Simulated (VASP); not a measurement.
Set up this calculation in VASP 6.6.1, as the native input.

- Task: relaxation of cell and atoms
- Functional: PBE
- Potentials or basis: VASP PAW PBE potentials, release 64 (Cd, S)
- Cutoff: 520 eV
- k mesh: 10 × 10 × 10
- Occupations: gaussian, width 0.02 eV
- Spin: no spin polarisation
- Further INCAR settings: ALGO = Normal; EDIFF = 1e-07; IBRION = 2; EDIFFG = -0.002; NSW = 80; ISIF = 3

The structure of CdS lies in POSCAR:

```
CdS                                     
1.0
    0.0000000000      2.9684162856      2.9684162856
    2.9684162856      0.0000000000      2.9684162856
    2.9684162856      2.9684162856      0.0000000000
  Cd              S             
     1     1
Direct
     0.0000000000000000    0.0000000000000000    0.0000000000000000
     0.2500000000000000    0.2500000000000000    0.2500000000000000
```

One way to write it, as run:

INCAR

```
SYSTEM = CdS
ALGO = Normal
EDIFF = 1E-7
EDIFFG = -0.002
ENCUT = 520
GGA = PE
IBRION = 2
ISIF = 3
ISMEAR = 0
LASPH = .TRUE.
LCHARG = .FALSE.
LREAL = .FALSE.
LWAVE = .FALSE.
NELM = 100
NSW = 80
PREC = Accurate
SIGMA = 0.02
```

KPOINTS

```
k-points
0
G
  10 10 10
  0 0 0
```

Potentials or basis: VASP PAW PBE potentials, release 64 (Cd, S).

Launch:

```bash
$ cat potpaw_PBE.64/Cd/POTCAR potpaw_PBE.64/S/POTCAR > POTCAR
$ mpirun -np 1 vasp_std > vasp.out
```

Results of the run:

The relaxed volume is 26.17 Å³/atom, the relaxed cell is a = 4.198 Å, b = 4.198 Å, c = 4.198 Å, α = 60.00°, β = 60.00°, γ = 60.00° and the space group after relaxing (to 0.05 Å) is F-43m (No. 216). The energy gained by relaxing is 0.0 meV/atom, the ionic steps are 2 and the pressure after relaxing is 0.0 GPa. The band gap on the k mesh is 1.03 eV, direct.

It took 24 s on 1 thread of AMD EPYC 9R14 (Zen 4), with other jobs on the host, peak memory 0.17 GiB.
